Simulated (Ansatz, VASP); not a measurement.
## Cross-check of Ga2O3 between VASP and Ansatz

Aim: how closely do two programs agree when they are given the same cell, functional and k mesh? The cell is taken from a series of runs on this material, whose earlier steps may have relaxed, scaled, displaced or heated it; both programs get it as it stands.

Main program and level: Ansatz 0.2.0; plane waves, with VASP 6.6.1 beside it; single point at HSE06.

## Step 1: The structure

The structure is monoclinic, space group C2/m (No. 12). The conventional cell has a = 12.049 Å, b = 2.996 Å, c = 5.720 Å, α = 90.00°, β = 103.83°, γ = 90.00°. Ga has 4 O at 1.81 to 1.84 Å nearest. Ga has 6 O at 1.91 to 2.04 Å nearest. O has 3 Ga at 1.81 to 1.92 Å nearest. Nearest to O lie 4 Ga at 1.84 to 2.04 Å. O has 3 Ga at 1.82 to 1.91 Å nearest. Farther neighbours and most contacts between anions are not listed.

## Step 2: Ansatz: single point, HSE06

Ansatz runs on PAW files that the input asks for by source.

A single point gives forces, pressure and levels at one fixed geometry, so differences don't come from the geometry; what else differs is listed under the comparison.

input.yaml reads:

```yaml
crystal:
  lattice:
    - [6.0244628552, -1.4980265382, 0.0]
    - [6.0244628552, 1.4980265382, 0.0]
    - [-1.367257024, 0.0, 5.5539182133]
  atoms:
    - { symbol: Ga, position: [0.0916087805, 0.0916087805, 0.7955535799] }
    - { symbol: Ga, position: [0.9083912195, 0.9083912195, 0.2044464201] }
    - { symbol: Ga, position: [0.659545222, 0.659545222, 0.3135062273] }
    - { symbol: Ga, position: [0.340454778, 0.340454778, 0.6864937727] }
    - { symbol: O, position: [0.169493267, 0.169493267, 0.1087181519] }
    - { symbol: O, position: [0.830506733, 0.830506733, 0.8912818481] }
    - { symbol: O, position: [0.1719148204, 0.1719148204, 0.5596242264] }
    - { symbol: O, position: [0.8280851796, 0.8280851796, 0.4403757736] }
    - { symbol: O, position: [0.4968377683, 0.4968377683, 0.2531360266] }
    - { symbol: O, position: [0.5031622317, 0.5031622317, 0.7468639734] }
kpoints:
  mp_grid: { grid: [4, 4, 2] }
hamiltonian:
  xc: hse06
  pseudopotentials: { kind: paw, source: ansatz }
scf:
  occupations: { method: fixed }
  n_extra_bands: 7
  lower_state_search: "off"
  convergence: { dr2_threshold: 1.0e-09 }
output:
  eigenvalues: true
```

Started as:

```bash
$ ansatz run input.yaml --threads 16 --pin off --max-ram 73728MiB --backend cpu --events-out ev --progress --plain --runs-dir out
```

Numbers of over 12 decimals in the logs are rounded to 6 here.

Output:

```text
basis.fft_grid_basis auto: the FFT boxes are laid along the combinations [[1, -1, 0], [0, 1, 0], [0, 0, 1]] of the cell's own vectors, 2.996, 6.208 and 5.720 Å long. The dense box has 36×75×72 points. Along the cell's own vectors, as sized, it would have 75×75×72, 2.08 times as many. Of the 4 symmetry operations that the crystal satisfies within crystal.symmetry.tolerance (time reversal apart; of a slab, those that k [...]
scf.n_extra_bands = 7 over 60 filled bands (N_el = 120.0): the run solves 67 bands
Engine: ansatz 0.2.0, aarch64-unknown-linux-gnu
Pseudopotentials: kind: paw
Pseudopotential: Ga, paw, valence charge 21, recommended cutoff 1020 eV (normal), Ga.paw.azcp
Pseudopotential: O, paw, valence charge 6, recommended cutoff 930 eV (normal), O.paw.azcp
Functional definition: HSE06
  parameter a = 0.25
  parameter omega = 0.11/bohr
  exchange = pbe_x - a*pbe_x_sr(omega) + a*exact_x_sr(omega)
  correlation = pbe_c
davidson cushion auto → on  (no smearing: the cushion is to keep the highest requested band from converging to the state above it; pin scf.eigensolver.cushion to override)
Crystal: 10 atoms, lattice volume = 100.246 Å³
Basis set: ecut = 1020 eV, 7399 PW (Γ), FFT grids on a1−a2, a2, a3
Bands: 67, of which v1, the nominal top of the filled ones, is band 60 counted from 1 (59 counted from 0)
Symmetry: 4 space group operations
Space group: C2/m (ITA 12), of the structure as read, at distance tolerance 4.6e-5 Å
k-points: 14 of 32
Non-local potential: Ga, projectors of the file, l = 0: 3, l = 1: 3, l = 2: 3, l = 3: 2
Non-local potential: O, projectors of the file, l = 0: 2, l = 1: 2, l = 2: 1
PAW form: soft (Blöchl's): semilocal exchange-correlation on the pseudo side does not see the compensation charge
PAW frozen core: Ga, regenerated for the run's functional, and the local potential with it (the file was generated under x = pbe(κ = 0.804, μ = 0.219515), c = pbe(β = 0.066725))
PAW frozen core: O, regenerated for the run's functional, and the local potential with it (the file was generated under x = pbe(κ = 0.804, μ = 0.219515), c = pbe(β = 0.066725))
PAW one-centre angular grid: Ga, 590 points (default); XC on 64 Gauss nodes
PAW one-centre angular grid: O, 110 points (default); XC on 64 Gauss nodes
Initial density: superposition of atomic densities (chi_scale 0.1, normalization cell, long waves kept (reshape's long-wave potential 0.04 eV rms))
Initial wavefunctions: pseudopotential atomic-orbital guess
Functional: x = pbe(κ = 0.804, μ = 0.219515), c = pbe(β = 0.066725), warm-up for x = pbe(κ = 0.804, μ = 0.219515) + 0.25 (exact − pbe) at short range (hse, ω = 0.207870 Å⁻¹), c = pbe(β = 0.066725); HSE06 as pw.x's `hse` composes it (authors' and Libxc's form: `xc: wpbeh`)
SCF iter   1: F=—  HF=-37066.040822 eV  |F-HF|=—  |Δ(HF+E_count)|=         —  Δρ=1.54e-1  dr2=1.02e1  ethr=1.00e-1  ⟨swp⟩=4.0  Hψ=2599  notcnv=0
preconditioner: auto → none  [insulator: Δε(μ)=2.814 eV  Ē_g=18.482 eV  n_scr=42 (ndim 8)  ℏωp=34.8 eV  f_vac=0.000]
SCF iter   2: F=—  HF=-37063.920215 eV  |F-HF|=—  |Δ(HF+E_count)|=    2.12e0  Δρ=7.62e-2  dr2=1.14e0  ethr=8.48e-3  ⟨swp⟩=4.0  Hψ=3036  notcnv=0
SCF iter   3: F=—  HF=-37063.563129 eV  |F-HF|=—  |Δ(HF+E_count)|=   3.57e-1  Δρ=2.44e-2  dr2=1.90e-1  ethr=9.54e-4  ⟨swp⟩=4.0  Hψ=2581  notcnv=0
SCF iter   4: F=—  HF=-37063.599794 eV  |F-HF|=—  |Δ(HF+E_count)|=   3.67e-2  Δρ=1.28e-2  dr2=1.53e-1  ethr=1.59e-4  ⟨swp⟩=3.0  Hψ=2427  notcnv=0
iter 5 solved again at ethr=1.83e-6 eV; its pass at ethr=1.27e-4 eV (dr2=2.20e-3 eV) is discarded
SCF iter   5: F=—  HF=-37063.563309 eV  |F-HF|=—  |Δ(HF+E_count)|=   3.65e-2  Δρ=1.61e-3  dr2=2.28e-3  ethr=1.83e-6  ⟨swp⟩=3.2  Hψ=4536  notcnv=0
SCF iter   6: F=-37063.562652 eV  HF=-37063.562746 eV  |F-HF|=9.44e-5  |Δ(HF+E_count)|=   5.62e-4  Δρ=8.75e-4  dr2=3.69e-4  ethr=1.83e-6  ⟨swp⟩=3.0  Hψ=2320  notcnv=0
SCF 1 stopped early in 6 iterations: F = -37063.562652 eV  dr2 = 3.69e-4
  greatest PAW one-centre occupation: 0.995 electrons in one spin orbital (limit 2), on the Ga atom at site 1 (counted from 0), in its partial waves of l = 0
Initial density: handed on by an earlier stage of this run
Initial wavefunctions: those handed on with the density
Functional: x = pbe(κ = 0.804, μ = 0.219515) + 0.25 (exact − pbe) at short range (hse, ω = 0.207870 Å⁻¹), c = pbe(β = 0.066725); HSE06 as pw.x's `hse` composes it (authors' and Libxc's form: `xc: wpbeh`)
Exchange kernel: α = 0.2500, screened, ω = 0.2079 Å⁻¹, Wigner–Seitz truncation, v(0) = 994.7983 eV·Å³, q-mesh 4×4×2, nearest image of the exchange supercell L = 11.44 Å, pair-density grid 32×64×60, without the augmentation charges, whose exchange is taken in its separable form by FFT convolution over the k-point mesh (the finest that the files' search goes to), smooth part of the exact exchange by density-matrix convolution
Frozen-core exchange: fock
SCF iter   1: F=—  HF=-37065.285523 eV  |F-HF|=—  |Δ(HF+E_count)|=         —  Δρ=2.29e-2  dr2=2.09e-1  ethr=3.07e-6  ⟨swp⟩=6.9  Hψ=4766  notcnv=0
preconditioner: auto → none  [insulator: Δε(μ)=4.569 eV  Ē_g=20.380 eV  n_scr=42 (ndim 8)  ℏωp=34.8 eV  f_vac=0.047]
SCF iter   2: F=—  HF=-37065.225923 eV  |F-HF|=—  |Δ(HF+E_count)|=   5.96e-2  Δρ=5.16e-3  dr2=1.39e-2  ethr=3.07e-6  ⟨swp⟩=4.0  Hψ=3728  notcnv=0
SCF iter   3: F=—  HF=-37065.273145 eV  |F-HF|=—  |Δ(HF+E_count)|=   4.72e-2  Δρ=3.56e-3  dr2=8.05e-3  ethr=3.07e-6  ⟨swp⟩=4.0  Hψ=3278  notcnv=0
[...]
SCF iter   5: F=—  HF=-37065.270870 eV  |F-HF|=—  |Δ(HF+E_count)|=   5.19e-4  Δρ=2.40e-4  dr2=9.14e-5  ethr=1.51e-6  ⟨swp⟩=3.0  Hψ=2260  notcnv=0
SCF iter   6: F=-37065.271352 eV  HF=-37065.271390 eV  |F-HF|=3.81e-5  |Δ(HF+E_count)|=   5.20e-4  Δρ=2.47e-4  dr2=4.83e-5  ethr=3.26e-8  ⟨swp⟩=4.4  Hψ=3533  notcnv=0
SCF 2 stopped early in 6 iterations: F = -37065.271352 eV  dr2 = 4.83e-5
hybrid outer 1: dexx = +5.281e-2 eV, tail = 1.68e-4 eV
Exchange kernel: α = 0.2500, screened, ω = 0.2079 Å⁻¹, Wigner–Seitz truncation, v(0) = 994.7983 eV·Å³, q-mesh 4×4×2, nearest image of the exchange supercell L = 11.44 Å, pair-density grid 32×64×60, without the augmentation charges, whose exchange is taken in its separable form by FFT convolution over the k-point mesh (the finest that the files' search goes to), smooth part of the exact exchange by density-matrix convolution
Frozen-core exchange: fock
SCF iter   1: F=—  HF=-37065.270252 eV  |F-HF|=—  |Δ(HF+E_count)|=         —  Δρ=1.62e-4  dr2=1.65e-5  ethr=7.00e-7  ⟨swp⟩=2.9  Hψ=2088  notcnv=0
preconditioner: auto → none  [insulator: Δε(μ)=4.617 eV  Ē_g=20.273 eV  n_scr=42 (ndim 8)  ℏωp=34.8 eV  f_vac=0.056]
iter 2 solved again at ethr=2.80e-10 eV; its pass at ethr=1.12e-8 eV (dr2=3.36e-7 eV) is discarded
SCF iter   2: F=—  HF=-37065.270250 eV  |F-HF|=—  |Δ(HF+E_count)|=   1.46e-6  Δρ=3.13e-5  dr2=8.43e-7  ethr=2.80e-10  ⟨swp⟩=2.3  Hψ=5188  notcnv=0
SCF iter   3: F=—  HF=-37065.270253 eV  |F-HF|=—  |Δ(HF+E_count)|=   3.00e-6  Δρ=3.58e-5  dr2=8.21e-7  ethr=2.80e-10  ⟨swp⟩=4.9  Hψ=2607  notcnv=0  defer=3
SCF iter   4: F=—  HF=-37065.270253 eV  |F-HF|=—  |Δ(HF+E_count)|=   2.29e-7  Δρ=8.11e-6  dr2=2.76e-8  ethr=2.80e-10  ⟨swp⟩=3.0  Hψ=2480  notcnv=0
SCF iter   5: F=—  HF=-37065.270253 eV  |F-HF|=—  |Δ(HF+E_count)|=   5.49e-8  Δρ=4.60e-6  dr2=1.13e-8  ethr=1.86e-11  ⟨swp⟩=5.1  Hψ=2964  notcnv=0  defer=3
SCF iter   6: F=—  HF=-37065.270253 eV  |F-HF|=—  |Δ(HF+E_count)|=   2.18e-9  Δρ=1.16e-6  dr2=1.21e-9  ethr=9.15e-12  ⟨swp⟩=3.1  Hψ=2424  notcnv=0
SCF iter   7: F=-37065.270253 eV  HF=-37065.270253 eV  |F-HF|=1.60e-10  |Δ(HF+E_count)|=   5.94e-9  Δρ=6.26e-7  dr2=2.04e-10  ethr=5.18e-12 (applied; sched 1.00e-12)  ⟨swp⟩=7.1  Hψ=2244  notcnv=0
SCF 3 converged in 7 iterations: F = -37065.270253 eV  dr2 = 2.04e-10
hybrid outer 2: dexx = +2.237e-6 eV, tail = 1.06e-8 eV, Δε = 6.50e-3 eV (about 8.42e-5 eV left of the loop's levels)
the search or the solves at the SCF's close seem to have found levels that the self-consistency loop had missed (the run counts 1). By its estimate they hold under 1e-12 electrons; where the run keeps them, the occupations were computed again with them
hybrid SCF converged: 2 outer / 13 inner (+6 warm-up), last move |dexx| = 2.24e-6 eV, tail = 1.06e-8 eV
Stability not checked: this state was not tested for a lower state beside it, because the functional holds exact exchange (a hybrid, or Hartree-Fock), whose exchange loop this test does not read (fock_operator; see scf.lower_state_search)
Free energy (F): -37065.270252 eV
Frozen-core exchange: fock
Harris-Foulkes:  -37065.270252 eV  (|F-HF|=1.60e-10)
Internal energy: -37065.270252 eV  (E = F + TS)
E sigma→0 (E₀):  -37065.270252 eV
Fermi energy:    8.780268 eV
--- Per-component energies (eV) ---
  E_band       = -3358.167906
  E_kinetic    = 4636.091819
  E_local      = -36908.481984  (includes V_loc(G=0)·N_el)
  E_nonlocal   = 7672.024751
  E_hartree    = 13739.549152
  E_xc         = -941.987289
  E_vxc        = -1205.751829  (∫ρ·V_xc dr)
  E_exx        = -656.956550  (= α·E_x^exact, valence–valence)
  E_paw        = -8754.454355  (= ΣΔE_a)
  E_vpaw       = -3717.235337  (= ΣTr[D̂ρ^β])
  E_aug_tail   = 0.000483  (compensation charges beyond the density's cutoff)
  E_ewald      = -15849.988898
  E_core_change = -1.067380  (= ΣΔE_core)
  E_smearing   = -0.000000  (= −TS)
  E_closure    = -0.000000  (closes the sum)
  Σ components = -37065.270252   (vs F -37065.270252, Δ=7.28e-12)
--- Band table (eV; the first three rows and the last of 14) ---
  k-point 0: bands = [... 56 lower, 8.1830, 8.2816, 8.5432, 8.7803, 13.3983, 16.8131, 17.6907, 18.0742, ... 3 higher]
  k-point 1: bands = [... 56 lower, 7.9635, 8.1928, 8.4436, 8.4768, 15.8746, 15.9156, 18.0905, 18.4422, ... 3 higher]
  k-point 2: bands = [... 56 lower, 7.7316, 7.9376, 8.2232, 8.7223, 15.8194, 17.4158, 18.3755, 19.3341, ... 3 higher]
  k-point 13: bands = [... 56 lower, 8.1520, 8.2301, 8.3193, 8.7717, 16.3479, 16.3628, 17.4867, 17.8007, ... 3 higher]
```

The column dr2 measures how far the density is from self-consistency, as an energy; F and HF (Harris–Foulkes) agree once it is small.

## Step 3: VASP: single point, HSE06

The same cell, functional and mesh now go to VASP, with its own data sets.

Lines of VASP's logs that name or quote its potential files are left out, and so is its time.

The run reads the wave functions of an earlier VASP run, which isn't shown here.

INCAR reads:

```
SYSTEM = Ga2O3
PREC = Accurate
ENCUT = 520
EDIFF = 1E-06
NELM = 100
ISMEAR = 0
SIGMA = 0.01
LREAL = .FALSE.
ALGO = Normal
LHFCALC = .TRUE.
AEXX = 0.25
GGA = PE
HFSCREEN = 0.208
LASPH = .TRUE.
NBANDS = 54
PRECFOCK = Fast
LORBIT = 11
LWAVE = .FALSE.
LCHARG = .FALSE.
KPAR = 4
NCORE = 2
ISIF = 2
```

POSCAR reads:

```
Ga2O3
1.0
    6.0244628552     -1.4980265382      0.0000000000
    6.0244628552      1.4980265382      0.0000000000
   -1.3672570240      0.0000000000      5.5539182133
Ga O
4 6
Direct
    0.0916087805      0.0916087805      0.7955535799
    0.9083912195      0.9083912195      0.2044464201
    0.6595452220      0.6595452220      0.3135062273
    0.3404547780      0.3404547780      0.6864937727
    0.1694932670      0.1694932670      0.1087181519
    0.8305067330      0.8305067330      0.8912818481
    0.1719148204      0.1719148204      0.5596242264
    0.8280851796      0.8280851796      0.4403757736
    0.4968377683      0.4968377683      0.2531360266
    0.5031622317      0.5031622317      0.7468639734
```

KPOINTS reads:

```
Automatic mesh
0
Gamma
4 4 2
0 0 0
```

PAW data sets: Ga_d and O (PBE family, release 64).

Started as:

```bash
$ mpirun -np 8 vasp_std
```

Output:

```text
[banner, memory and clock lines left out]
running    8 mpi-ranks, on    1 nodes
 distrk:  each k-point on    2 cores,    4 groups
 distr:  one band on    2 cores,    1 groups

 POSCAR found type information on POSCAR GaO
 POSCAR found :  2 types and      10 ions
 LDA part: xc-table for (Slater+PW92), standard interpolation
 found WAVECAR, reading the header
 POSCAR, INCAR and KPOINTS ok, starting setup
 FFT: planning ... GRIDC
 FFT: planning ... GRID_SOFT
 FFT: planning ... GRID
 reading WAVECAR
 the WAVECAR file was read successfully
 initial charge from wavefunction
 entering main loop
       N       E                     dE             d eps       ncg     rms          rms(c)
DAV:   1    -0.749191023044E+02   -0.74919E+02   -0.26996E+00  2336   0.274E+01    0.118E+00
DAV:   2    -0.749398709501E+02   -0.20769E-01   -0.36543E-01  2170   0.601E+00    0.783E-01
DAV:   3    -0.749311864466E+02    0.86845E-02   -0.38842E-02  2104   0.191E+00    0.474E-01
DAV:   4    -0.749293107970E+02    0.18756E-02   -0.84443E-03  1936   0.691E-01    0.287E-01
DAV:   5    -0.749286111950E+02    0.69960E-03   -0.65742E-04  2008   0.317E-01    0.168E-01
DAV:   6    -0.749283792739E+02    0.23192E-03   -0.35328E-04  1888   0.152E-01    0.931E-02
DAV:   7    -0.749283037651E+02    0.75509E-04   -0.51057E-05  2000   0.902E-02    0.530E-02
DAV:   8    -0.749282786079E+02    0.25157E-04   -0.19879E-05  2048   0.347E-02    0.305E-02
DAV:   9    -0.749282700864E+02    0.85215E-05   -0.38727E-06  1536   0.179E-02    0.181E-02
DAV:  10    -0.749282672625E+02    0.28239E-05   -0.24307E-06  1264   0.118E-02    0.107E-02
DAV:  11    -0.749282662218E+02    0.10407E-05   -0.73909E-07   996   0.106E-02    0.644E-03
DAV:  12    -0.749282658270E+02    0.39479E-06   -0.62716E-07   990   0.659E-03
   1 F= -.74928266E+02 E0= -.74928266E+02  d E =-.465839E-68
```

[end of part 1 of 2]

[Lines on the potential files, build, host, timing and source positions are cut from VASP's logs without a mark.]

[Logs are printed without paths, hosts, clocks, repeated set-up lines and the standing remarks that a program may print on its own settings, such as how far it seeks lower states.]

[Hosts, paths, dates, database ids (printed as entryN), source tags and the programs' standing remarks are cut or masked in the printed files.]
